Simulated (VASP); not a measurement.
Level of theory: PBEsol GGA with D3 dispersion (Becke-Johnson damping), VASP's PBE PAW potentials (set 64) (plane waves; VASP).

VASP input:

### INCAR
```
SYSTEM = CoSn
PREC = Accurate
ENCUT = 300
EDIFF = 1E-6
NELM = 100
ALGO = Normal
LREAL = .FALSE.
LASPH = .TRUE.
ISMEAR = 1
SIGMA = 0.1
GGA = PS
LMAXMIX = 4
LWAVE = .FALSE.
LCHARG = .FALSE.
ISIF = 3
IVDW = 12
IBRION = 2
NSW = 50
EDIFFG = -0.01
```

File KPOINTS:
```
Automatic mesh
0
Gamma
6 6 6
0 0 0
```

File POSCAR:
```
CoSn
1
    5.2460400000     0.0000000000     0.0000000000
   -2.6230200000     4.5432040000     0.0000000000
    0.0000000000     0.0000000000     4.1875900000
Co Sn
3 3
Direct
  0.0017380000   0.4800170000  -0.0118110000
  0.5107860000   0.0153200000  -0.0281300000
  0.5022650000   0.5101720000  -0.0194160000
  0.6677500000   0.3478370000   0.5065850000
  0.3334270000   0.6497950000   0.5402940000
 -0.0159660000  -0.0031410000   0.0124770000
```

POTCAR, in this order: Co Sn_d (PBE.64 set). Program: vasp_std.

Output of the run:

### OSZICAR
```
...
DAV:   6    -0.369157848986E+02   -0.13176E-05   -0.11500E-05 10714   0.408E-02    0.159E-02
DAV:   7    -0.369157831462E+02    0.17524E-05   -0.60964E-06  7619   0.327E-02    0.242E-03
DAV:   8    -0.369157829828E+02    0.16338E-06   -0.55462E-07  4685   0.753E-03
  15 F= -.39568056E+02 E0= -.39567738E+02  d E =-.469585E-03
       N       E                     dE             d eps       ncg     rms          rms(c)
DAV:   1    -0.369165586094E+02   -0.77546E-03   -0.97836E-02  9209   0.147E+00    0.808E-02
DAV:   2    -0.369166958780E+02   -0.13727E-03   -0.22309E-03 14018   0.448E-01    0.666E-02
DAV:   3    -0.369167085223E+02   -0.12644E-04   -0.59935E-04 11138   0.310E-01    0.101E-01
DAV:   4    -0.369166590733E+02    0.49449E-04   -0.39218E-04 11117   0.251E-01    0.553E-02
DAV:   5    -0.369166215265E+02    0.37547E-04   -0.10632E-04 11065   0.131E-01    0.123E-02
DAV:   6    -0.369166202965E+02    0.12299E-05   -0.19210E-05 11507   0.417E-02    0.103E-02
DAV:   7    -0.369166198795E+02    0.41706E-06   -0.50570E-06  7224   0.327E-02
  16 F= -.39568243E+02 E0= -.39567926E+02  d E =-.186332E-03
       N       E                     dE             d eps       ncg     rms          rms(c)
DAV:   1    -0.369169075314E+02   -0.28723E-03   -0.16951E-02  9218   0.615E-01    0.341E-02
DAV:   2    -0.369169320667E+02   -0.24535E-04   -0.39253E-04 14052   0.189E-01    0.297E-02
DAV:   3    -0.369169349930E+02   -0.29263E-05   -0.11647E-04 11136   0.137E-01    0.446E-02
DAV:   4    -0.369169247182E+02    0.10275E-04   -0.71350E-05 10155   0.107E-01    0.222E-02
DAV:   5    -0.369169182138E+02    0.65044E-05   -0.17884E-05 10004   0.531E-02    0.527E-03
DAV:   6    -0.369169177933E+02    0.42049E-06   -0.29904E-06  6283   0.161E-02
  17 F= -.39568270E+02 E0= -.39567953E+02  d E =-.213690E-03
       N       E                     dE             d eps       ncg     rms          rms(c)
DAV:   1    -0.369147928952E+02    0.21253E-02   -0.11877E-01  9876   0.292E+00    0.390E-01
DAV:   2    -0.369164383514E+02   -0.16455E-02   -0.29555E-02 11001   0.174E+00    0.471E-01
DAV:   3    -0.369126394674E+02    0.37989E-02   -0.15746E-02 10799   0.132E+00    0.140E-01
DAV:   4    -0.369133583904E+02   -0.71892E-03   -0.46580E-03 12078   0.869E-01    0.373E-01
DAV:   5    -0.369123763925E+02    0.98200E-03   -0.27755E-03 11851   0.707E-01    0.292E-02
DAV:   6    -0.369123870231E+02   -0.10631E-04   -0.18479E-04 12162   0.123E-01    0.384E-02
DAV:   7    -0.369123794517E+02    0.75714E-05   -0.47715E-05  9914   0.873E-02    0.153E-02
DAV:   8    -0.369123777897E+02    0.16619E-05   -0.85026E-06  8860   0.330E-02    0.385E-03
DAV:   9    -0.369123779262E+02   -0.13649E-06   -0.11604E-06  4767   0.135E-02
  18 F= -.39568283E+02 E0= -.39567952E+02  d E =-.131464E-04
       N       E                     dE             d eps       ncg     rms          rms(c)
DAV:   1    -0.369152308537E+02   -0.28531E-02   -0.28698E-02  9901   0.144E+00    0.190E-01
DAV:   2    -0.369156147820E+02   -0.38393E-03   -0.70171E-03 11019   0.846E-01    0.232E-01
DAV:   3    -0.369147194810E+02    0.89530E-03   -0.37542E-03 10813   0.642E-01    0.699E-02
DAV:   4    -0.369148874824E+02   -0.16800E-03   -0.11210E-03 12119   0.427E-01    0.183E-01
DAV:   5    -0.369146495146E+02    0.23797E-03   -0.69356E-04 11777   0.346E-01    0.137E-02
DAV:   6    -0.369146479677E+02    0.15469E-05   -0.37732E-05 10833   0.462E-02    0.895E-03
DAV:   7    -0.369146481911E+02   -0.22338E-06   -0.78591E-06  8472   0.356E-02
  19 F= -.39568321E+02 E0= -.39567997E+02  d E =-.511669E-04
       N       E                     dE             d eps       ncg     rms          rms(c)
DAV:   1    -0.369140070309E+02    0.64094E-03   -0.27164E-03  9889   0.442E-01    0.582E-02
DAV:   2    -0.369140441690E+02   -0.37138E-04   -0.65766E-04 11002   0.260E-01    0.718E-02
DAV:   3    -0.369139624558E+02    0.81713E-04   -0.36779E-04 10808   0.209E-01    0.332E-02
DAV:   4    -0.369139668951E+02   -0.44393E-05   -0.10672E-04 11178   0.128E-01    0.405E-02
DAV:   5    -0.369139534814E+02    0.13414E-04   -0.37592E-05 12315   0.857E-02    0.429E-03
DAV:   6    -0.369139538722E+02   -0.39080E-06   -0.24320E-06  6192   0.134E-02
  20 F= -.39568317E+02 E0= -.39567990E+02  d E =-.467487E-04
       N       E                     dE             d eps       ncg     rms          rms(c)
DAV:   1    -0.369143458871E+02   -0.39241E-03   -0.80141E-04  9895   0.241E-01    0.324E-02
DAV:   2    -0.369143603086E+02   -0.14421E-04   -0.21813E-04 10920   0.152E-01    0.443E-02
DAV:   3    -0.369143381110E+02    0.22198E-04   -0.14714E-04 10477   0.144E-01    0.355E-02
DAV:   4    -0.369143317749E+02    0.63361E-05   -0.50296E-05  9418   0.873E-02    0.128E-02
DAV:   5    -0.369143295287E+02    0.22462E-05   -0.58460E-06  7534   0.318E-02    0.362E-03
DAV:   6    -0.369143295022E+02    0.26446E-07   -0.11529E-06  4637   0.137E-02
  21 F= -.39568320E+02 E0= -.39567994E+02  d E =-.495973E-04
       N       E                     dE             d eps       ncg     rms          rms(c)
DAV:   1    -0.369145039182E+02   -0.17439E-03   -0.65689E-02  9192   0.111E+00    0.482E-02
DAV:   2    -0.369145754011E+02   -0.71483E-04   -0.10858E-03 12773   0.331E-01    0.354E-02
DAV:   3    -0.369146022146E+02   -0.26814E-04   -0.23029E-04 12505   0.195E-01    0.782E-02
DAV:   4    -0.369145559958E+02    0.46219E-04   -0.14348E-04 10786   0.156E-01    0.167E-02
DAV:   5    -0.369145543098E+02    0.16860E-05   -0.35593E-05 11252   0.591E-02    0.141E-02
DAV:   6    -0.369145517663E+02    0.25434E-05   -0.11904E-05  9953   0.408E-02    0.370E-03
DAV:   7    -0.369145519131E+02   -0.14679E-06   -0.15118E-06  4814   0.170E-02
  22 F= -.39568376E+02 E0= -.39568042E+02  d E =-.564555E-04
       N       E                     dE             d eps       ncg     rms          rms(c)
DAV:   1    -0.369145790495E+02   -0.27283E-04   -0.18521E-03  9205   0.187E-01    0.854E-03
DAV:   2    -0.369145816801E+02   -0.26307E-05   -0.33554E-05 13703   0.613E-02    0.118E-02
DAV:   3    -0.369145812711E+02    0.40904E-06   -0.79224E-06  8519   0.376E-02
  23 F= -.39568378E+02 E0= -.39568044E+02  d E =-.579177E-04
       N       E                     dE             d eps       ncg     rms          rms(c)
DAV:   1    -0.369181113328E+02   -0.35297E-02   -0.21924E-02  9782   0.159E+00    0.232E-01
DAV:   2    -0.369187337148E+02   -0.62238E-03   -0.10830E-02 10835   0.110E+00    0.288E-01
DAV:   3    -0.369173660074E+02    0.13677E-02   -0.56678E-03 10760   0.810E-01    0.984E-02
DAV:   4    -0.369175867920E+02   -0.22078E-03   -0.17846E-03 11819   0.532E-01    0.209E-01
DAV:   5    -0.369172553277E+02    0.33146E-03   -0.87665E-04 11942   0.409E-01    0.192E-02
DAV:   6    -0.369172527867E+02    0.25410E-05   -0.61314E-05 11563   0.582E-02    0.113E-02
DAV:   7    -0.369172530845E+02   -0.29778E-06   -0.11238E-05  9005   0.431E-02    0.158E-02
DAV:   8    -0.369172505069E+02    0.25775E-05   -0.61307E-06  7902   0.329E-02    0.243E-03
DAV:   9    -0.369172503311E+02    0.17587E-06   -0.50489E-07  4709   0.751E-03
  24 F= -.39568386E+02 E0= -.39568055E+02  d E =-.862363E-05
       N       E                     dE             d eps       ncg     rms          rms(c)
DAV:   1    -0.369163398745E+02    0.91063E-03   -0.33969E-03  9855   0.622E-01    0.911E-02
DAV:   2    -0.369164352765E+02   -0.95402E-04   -0.16614E-03 10843   0.431E-01    0.112E-01
DAV:   3    -0.369162228414E+02    0.21244E-03   -0.86610E-04 10760   0.316E-01    0.354E-02
DAV:   4    -0.369162633796E+02   -0.40538E-04   -0.27567E-04 11874   0.210E-01    0.873E-02
DAV:   5    -0.369162087488E+02    0.54631E-04   -0.15359E-04 11920   0.167E-01    0.738E-03
DAV:   6    -0.369162095764E+02   -0.82756E-06   -0.98971E-06  9536   0.255E-02
  25 F= -.39568396E+02 E0= -.39568063E+02  d E =-.180298E-04
```

### OUTCAR
```
------------------------ aborting loop because EDIFF is reached ----------------------------------------
 Edisp (eV)   -2.65219
  FORCE on cell =-STRESS in cart. coord.  units (eV):
  Direction    XX          YY          ZZ          XY          YZ          ZX
  --------------------------------------------------------------------------------------
  Total       0.00941     0.01735     0.04460     0.00092     0.00677    -0.00539
  in kB       0.15826     0.29163     0.74968     0.01543     0.11376    -0.09065
  external pressure =        0.40 kB  Pullay stress =        0.00 kB
  volume of cell :       95.32
      direct lattice vectors                 reciprocal lattice vectors
     5.166237808 -0.000034366  0.000080310     0.193565198  0.111785882 -0.000005740
    -2.583338830  4.473234726 -0.000187040     0.000001487  0.223552732  0.000011975
     0.000249907 -0.000220936  4.124468164    -0.000003769  0.000007961  0.242455503
 POSITION                                       TOTAL-FORCE (eV/Angst)
 -----------------------------------------------------------------------------------
      3.87472      2.23547      0.00043         0.003723      0.004983     -0.001805
     -0.00135      4.47283      4.12382         0.002588      0.000051      0.005341
      1.29233      2.23795      0.00055        -0.002893     -0.003113     -0.002990
      2.58337      1.49085      2.06238        -0.002552     -0.001270     -0.001227
      0.00014      2.98150      2.06248        -0.001363      0.003394     -0.005118
      0.00023      0.00034      4.12342         0.000498     -0.004046      0.005799
 -----------------------------------------------------------------------------------
    total drift:                               -0.000491     -0.000175     -0.000724
  FREE ENERGIE OF THE ION-ELECTRON SYSTEM (eV)
  ---------------------------------------------------
  free  energy   TOTEN  =       -39.5683956690 eV

  energy  without entropy=      -39.5673965938  energy(sigma->0) =      -39.56806264

 reached required accuracy - stopping structural energy minimisation
```
(Selected blocks of OUTCAR.)

CONTCAR:
```
CoSn
   1.00000000000000
     5.1662378083885319   -0.0000343656059551    0.0000803098404557
    -2.5833388299329370    4.4732347260038123   -0.0001870398684957
     0.0002499074287654   -0.0002209362038649    4.1244681641066139
  Co              Sn
     3     3
Direct
     0.9999050896950898    0.4997517694719875    0.0001082334024550
     0.4997146316414861    0.9999631199463507    0.9998787518680549
     0.5003214368694345    0.5003006719651798    0.0001464400446578
     0.6666957510327289    0.3333131977128580    0.5000369100079722
     0.3333049176556130    0.6665460730481871    0.5000838716770521
     0.0000581731056544    0.0001251678554300    0.9997447929998111
```

At this cut-off the stress carries a Pulay error, which pulls relaxed volumes low. Energy and stress use the plane-wave basis of the starting cell.

The structure comes from a computed database's CoSn entry; how it stands against other phases isn't given here. This run relaxes it. The run is one of a series of settings (EDIFFG = -0.01, IBRION = 2, ISIF = 3, IVDW = 12, NSW = 50 against the base run), some of them coarse on purpose. The run is not spin-polarised, so no magnetic state was tried. The electron count is odd and the run is not spin-polarised, which forces a metal.
